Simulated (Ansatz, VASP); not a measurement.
# One calculation of ReP2, two programs

```xyz
3
Lattice="3.9959 0.0000 0.0000 0.0000 3.9959 0.0000 0.0000 0.0000 2.9987" Properties=species:S:1:pos:R:3 pbc="T T T"
Re    0.0000    0.0000    0.0000
P     1.9979    0.0000    1.4994
P     0.0000    1.9979    1.4994
```

Change from the starting cell: ordered vacancies on the cation sites of caesium chloride (P4/mmm, No. 123).

Alike in both runs: functional PBE; k mesh 12 × 12 × 16; occupations gaussian, width 0.1 eV; no spin polarisation.

Ansatz relaxed the structure, and its values are those at the end. VASP's run is a single point on that final structure, the one shown.

|  | VASP | Ansatz |
| --- | --- | --- |
| version | VASP 6.6.1 | Ansatz 0.2.0 |
| potentials or method | VASP PAW PBE potentials, release 64 (Re, P) | scalar-relativistic, plane waves, PAW |
| plane-wave cutoff (eV) | 520 | 420 |
| valence electrons in the cell | 17 | 25 |

```csv
,VASP,Ansatz,Ansatz less VASP
gap on the k mesh at the Fermi level (eV),none,none,-
pressure (GPa),0.7,0.0,-0.66
```

A gap of «none» marks a metal or a gap that the smearing closes. The two sets of potentials don't hold the same shells in valence.

Spin-orbit coupling is left out, which matters for the levels of Re.
